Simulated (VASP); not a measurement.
Level of theory: PBE GGA, VASP's PBE PAW potentials (set 64) (plane waves; VASP).

VASP ran on this input.

**INCAR**
```
LASPH = .True.   # aspherical one-centre terms
ALGO = Normal
EDIFF = 1E-6   # SCF stop (eV)
LCHARG = .False.
LWAVE = .False.
ISMEAR = -1   # Fermi-Dirac
LREAL = .False.   # projection in real space or not
GGA = PE
NELM = 100
IBRION = 2
LMAXMIX = 4   # l cut-off of mixed one-centre charges
PREC = Accurate
EDIFFG = -0.01
NSW = 50
SIGMA = 0.05   # width (eV)
ISIF = 2   # forces and stress, cell fixed
SYSTEM = MoTe2
ENCUT = 300
```

File KPOINTS:
```
Automatic mesh
0
Gamma
7 7 2
0 0 0
```

POSCAR:
```
MoTe2
1
    1.7707360000    -3.0670050000     0.0000000000
    1.7707360000     3.0670050000     0.0000000000
    0.0000000000     0.0000000000    14.0451560000
Te Mo
4 2
Direct
  0.3333330000   0.6666670000   0.8790000000
  0.6666670000   0.3333330000   0.3790000000
  0.6666670000   0.3333330000   0.1210000000
  0.3333330000   0.6666670000   0.6210000000
  0.3333330000   0.6666670000   0.2500000000
  0.6666670000   0.3333330000   0.7500000000
```

POTCAR, in this order: Te Mo_sv (PBE.64 set). Program: vasp_std.

Problem. What will the output report for the number of irreducible k-points (NKPTS), largest plane-wave count, number of space-group operations, FFT grid (NGX, NGY, NGZ)?

Solution. 
- number of irreducible k-points (NKPTS) = 16
- largest plane-wave count = 1831
- number of space-group operations = 24
- FFT grid (NGX, NGY, NGZ) = 20 × 20 × 80

The structure is a typed MoTe2 crystal. This run relaxes the ions in a fixed cell. Symmetry was kept, so distortions that lower it aren't found. The run is one of a series of settings (EDIFFG = -0.01, IBRION = 2, NSW = 50 against the base run), some of them coarse on purpose.
